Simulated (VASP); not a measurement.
# Au (Gold): structure and properties in VASP, part 2 of 2

What structure and properties does rev-vdW-DF2 give Au (Gold), and how near are they to the measured ones? Left out of this account: 1 further run (phonons: it ended without a result to show). The start is a cell from a database of measured crystal structures.

VASP 6.6.1, plane waves and PAW; the level of theory is named at each step.

Still holding for the runs below: This run has no spin polarisation. Its electron count is odd, so without a moment it is a metal by construction. The k-mesh is coarse for a metal.

So far. Step 13 (Volume scan with rev-vdW-DF2 (run 7)): The pressure falls from -5.58 to -7.79 GPa. The parabola predicted -7.72 GPa, +0.07 GPa off. Step 15 (Fit for rev-vdW-DF2): The fitted volume lies +0.11 % from the relaxed one. At a finite cutoff and mesh the minimum of the energy and the zero of the stress don't quite coincide, and the relaxation stops at a threshold. The relaxed cell has a = 4.122 Å (conventional setting).

The database entry behind the starting cell differs from later determinations by our own check (0.1 to 0.3 % short, probably kX units), so it need not match the best structure at ambient conditions.

**16. Core-level energies (rev-vdW-DF2)**

This step: rev-vdW-DF2; plane waves and PAW (Au) (VASP 6.6.1).

ICORELEVEL = 1 prints the core eigenvalues in the potential of the ground state.

Input file INCAR:

```
SYSTEM = Au
PREC = Accurate
ENCUT = 400
EDIFF = 1E-06
NELM = 100
ISMEAR = 1
SIGMA = 0.2
LREAL = .FALSE.
ALGO = Normal
GGA = MK
AGGAC = 0
LUSE_VDW = .TRUE.
PARAM1 = 0.1234
PARAM2 = 0.711357
ZAB_VDW = -1.8867
LASPH = .TRUE.
NBANDS = 11
LORBIT = 11
LWAVE = .FALSE.
LCHARG = .FALSE.
KPAR = 2
ICORELEVEL = 1
```

Input file POSCAR:

```
Au
1.0
    0.0000000000      2.0612047374      2.0612047374
    2.0612047374      0.0000000000      2.0612047374
    2.0612047374      2.0612047374      0.0000000000
Au
1
Direct
    0.0000000000      0.0000000000      0.0000000000
```

Input file KPOINTS:

```
Automatic mesh
0
Gamma
11 11 11
0 0 0
```

Potentials, in the order of the species: Au (PBE family, release 64).

Command:

```
> mpirun -np 2 vasp_std
```

Wall time 7.2 s (2 MPI ranks of Intel Xeon 6975P-C (Granite Rapids), shared host); peak memory 0.44 GiB.

These are scalar-relativistic Kohn-Sham levels of the ground state, with no core hole, so they are not binding energies.

Numbers from this step:

| Item | Value |
| --- | --- |
| free energy (TOTEN) | -1.035 eV |
| energy at zero smearing | -1.035 eV |
| Fermi energy | 8.975 eV |
| pressure | -0.01085 GPa |

Kohn-Sham core levels. Core levels, by row:

```csv
atom,shell,level below the Fermi level (eV)
Au1,1s,80746
Au1,2s,14242
Au1,2p,12308
Au1,3s,3360
Au1,3p,2799
Au1,3d,2201
Au1,4s,727
Au1,4p,543.3
Au1,4d,322.9
Au1,4f,78.35
Au1,5s,105.3
Au1,5p,56.66
```

**17. Band structure (rev-vdW-DF2 + SOC)**

This step: rev-vdW-DF2, spin-orbit coupling; plane waves and PAW (Au) (VASP 6.6.1).

Levels along the symmetry lines show where the bands peak and cross; KPOINTS_OPT computes them in the converged potential. Spin-orbit coupling needs spinors and the noncollinear program, where each band holds one electron.

Changes to INCAR since step 16:

```diff
@@ -16,3 +16,8 @@
 LASPH = .TRUE.
-NBANDS = 11
+LNONCOLLINEAR = .TRUE.
+MAGMOM = 0 0 0
+NBANDS = 22
+GGA_COMPAT = .FALSE.
+LSORBIT = .TRUE.
+LMAXMIX = 4
 LORBIT = 11
@@ -21,2 +26 @@
 KPAR = 2
-ICORELEVEL = 1
```

POSCAR is that of step 16.

Input file KPOINTS:

```
Automatic mesh
0
Gamma
9 9 9
0 0 0
```

Input file KPOINTS_OPT:

```
Line mode
16
Line-mode
Reciprocal
  0.00000000   0.00000000   0.00000000 GAMMA
  0.50000000   0.00000000   0.50000000 X

  0.50000000   0.00000000   0.50000000 X
  0.50000000   0.25000000   0.75000000 W

  0.50000000   0.25000000   0.75000000 W
  0.37500000   0.37500000   0.75000000 K

  0.37500000   0.37500000   0.75000000 K
  0.00000000   0.00000000   0.00000000 GAMMA

  0.00000000   0.00000000   0.00000000 GAMMA
  0.50000000   0.50000000   0.50000000 L

  0.50000000   0.50000000   0.50000000 L
  0.62500000   0.25000000   0.62500000 U

  0.62500000   0.25000000   0.62500000 U
  0.50000000   0.25000000   0.75000000 W

  0.50000000   0.25000000   0.75000000 W
  0.50000000   0.50000000   0.50000000 L

  0.50000000   0.50000000   0.50000000 L
  0.37500000   0.37500000   0.75000000 K

  0.62500000   0.25000000   0.62500000 U
  0.50000000   0.00000000   0.50000000 X
```

Command:

```
> mpirun -np 2 vasp_ncl
```

Elapsed: 25 s, on 2 MPI ranks; peak memory 0.54 GiB; 48 s of CPU time.

Numbers from this step:

```
SCF cycles              : 12
bands                   : 22
irreducible k-points    : 35
free energy (TOTEN)     : -1.336 eV
energy at zero smearing : -1.337 eV
Fermi energy            : 8.827 eV
pressure                : -1.011 GPa
```

On-site spin-orbit energy by atom:

```csv
atom,on-site spin-orbit energy (eV)
Au1,-0.573
```

The electronic bands at the labelled points (eV, zero at the Fermi level; # counts the bands kept):

```csv
point,#5,#6,#7,#8,#9,#10,#11,#12
Γ,-5.10,-5.10,-3.91,-3.91,-2.77,-2.77,-2.77,-2.77
0.47 of the way,-4.57,-4.57,-3.23,-3.23,-3.08,-3.08,-2.29,-2.29
X,-2.14,-2.14,-1.94,-1.94,-0.95,-0.95,1.02,1.02
0.53 of the way,-3.40,-3.40,-2.46,-2.46,-1.41,-1.41,3.24,3.24
W,-4.74,-4.74,-2.99,-2.99,-1.50,-1.50,4.56,4.56
0.53 of the way,-4.14,-4.14,-2.83,-2.83,-1.66,-1.66,3.99,3.99
K,-3.72,-3.72,-2.78,-2.78,-1.79,-1.79,3.71,3.71
0.47 of the way,-4.83,-4.83,-3.51,-3.51,-3.15,-3.15,-1.35,-1.35
Γ,-5.10,-5.10,-3.91,-3.91,-2.77,-2.77,-2.77,-2.77
0.47 of the way,-4.99,-4.99,-3.63,-3.63,-2.99,-2.99,-2.46,-2.46
L,-4.04,-4.04,-2.19,-2.19,-1.49,-1.49,-0.83,-0.83
0.47 of the way,-4.04,-4.04,-3.42,-3.42,-1.90,-1.90,1.82,1.82
U,-3.72,-3.72,-2.78,-2.78,-1.79,-1.79,3.71,3.71
0.47 of the way,-4.14,-4.14,-2.83,-2.83,-1.66,-1.66,3.99,3.99
W,-4.74,-4.74,-2.99,-2.99,-1.50,-1.50,4.56,4.56
0.47 of the way,-4.31,-4.31,-3.32,-3.32,-1.95,-1.95,2.92,2.92
L,-4.04,-4.04,-2.19,-2.19,-1.49,-1.49,-0.83,-0.83
0.47 of the way,-4.04,-4.04,-3.42,-3.42,-1.90,-1.90,1.82,1.82
K,-3.72,-3.72,-2.78,-2.78,-1.79,-1.79,3.71,3.71
jump to U,-3.72,-3.72,-2.78,-2.78,-1.79,-1.79,3.71,3.71
0.47 of the way,-2.73,-2.73,-2.30,-2.30,-1.37,-1.37,2.40,2.40
X,-2.14,-2.14,-1.94,-1.94,-0.95,-0.95,1.02,1.02
```

At these settings, which differ from those of the relaxation, the cell is under a tension of 1.0 GPa. Part of this is the spin-orbit coupling, so a relaxation with it would give a smaller cell.

**18. Summary of results**

```json
{
  "relaxed volume": "17.51 Å³/atom",
  "relaxed conventional cell a, b, c": "4.122, 4.122, 4.122 Å",
  "space group after relaxing, within 0.02 Å": "Fm-3m (No. 225)",
  "band gap": "none, a metal",
  "DOS at the Fermi level": "0.288 states/eV/cell",
  "bulk modulus from the fit": "158 GPa",
  "volume from the fit": "17.5 Å³/atom",
  "shallowest level of the frozen cores": "Au1 5p, 56.7 eV deep",
  "band gap (rev-vdW-DF2 + SOC)": "none, a metal"
}
```

What this shows: With rev-vdW-DF2, Au (Gold) relaxes to 17.51 Å³/atom in space group Fm-3m (held by the symmetry of the run), comes out as a metal and has a bulk modulus of 158 GPa. Against the listed cell the volume lies +3.9 %. Bands along the symmetry lines (rev-vdW-DF2): Of the bands kept, 1 crosses the Fermi level on this path. Band structure (rev-vdW-DF2 + SOC): Of the bands kept, 2 cross the Fermi level on this path (spinor bands, one electron each). The k-sampling is coarse for a metal, so the Fermi level, pressures and the shape of the cell carry errors. No search among competing phases was made. All values are for a static lattice at zero temperature.

Calculation against experiment:

| quantity | measured | rev-vdW-DF2 | Birch-Murnaghan fit, rev-vdW-DF2 |
| --- | --- | --- | --- |
| lattice constant a (Å) | 4.078 | 4.122 (+1.1 %) | - |
| bulk modulus (GPa) | 167 | - | 158 (-5.1 %) |

Measured values from arxiv:1805.06931 (2018) and pmc:11102561 (2024).

How well it matches: The lattice constant a is off by +1.1 %: fair agreement. The bulk modulus is off by -5.1 %: fair agreement. The grades are ours: good and fair within 0.7 and 1.5 % for the lattice constant a and 5 and 12 % for the bulk modulus. For lattice constants and bulk modulus the calculation has a static lattice, without zero-point motion or thermal expansion (measured at up to 298 K). As a rule both would widen the computed cell, so the excess over experiment is if anything larger than shown.

[Lines on the potential files, build, host, timing and source positions are cut from VASP's logs without a mark.]

[Logs are printed without paths, hosts, clocks, repeated set-up lines and the standing remarks that a program may print on its own settings, such as how far it seeks lower states.]

[Hosts, paths, dates, database ids (printed as entryN), source tags and the programs' standing remarks are cut or masked in the printed files.]

[A measured line is paired with the nearest computed mode of its activity, which favours agreement.]
